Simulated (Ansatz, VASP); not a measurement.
One calculation of Mg3SeO, two programs

```
CELL_PARAMETERS angstrom
4.43654 0.00000 0.00000
0.00000 4.43654 0.00000
0.00000 0.00000 4.43654
ATOMIC_POSITIONS crystal
Mg 0.00000 0.50000 0.50000
Mg 0.50000 0.00000 0.50000
Mg 0.50000 0.50000 0.00000
Se 0.00000 0.00000 0.00000
O 0.50000 0.50000 0.50000
```

Change from the starting cell: species swapped into the Ca3BiN type (Pm-3m, No. 221).

Alike in both runs: functional PBE; k mesh 8 × 8 × 8; occupations gaussian, width 0.1 eV; no spin polarisation.

Ansatz relaxed the structure, and its values are those at the end. VASP's run is a single point on that final structure, the one shown.

```csv
,VASP,Ansatz
version,VASP 6.6.1,Ansatz 0.2.0
potentials or method,"VASP PAW PBE potentials, release 64 (Mg, Se, O)","scalar-relativistic, plane waves, PAW"
plane-wave cutoff (eV),520,420
valence electrons in the cell,18,52
```

```csv
,VASP,Ansatz,Ansatz less VASP
gap on the k mesh at the Fermi level (eV),none,none,-
pressure (GPa),-0.3,0.0,+0.26
```

A gap of «none» marks a metal or a gap that the smearing closes. The two sets of potentials don't hold the same shells in valence.
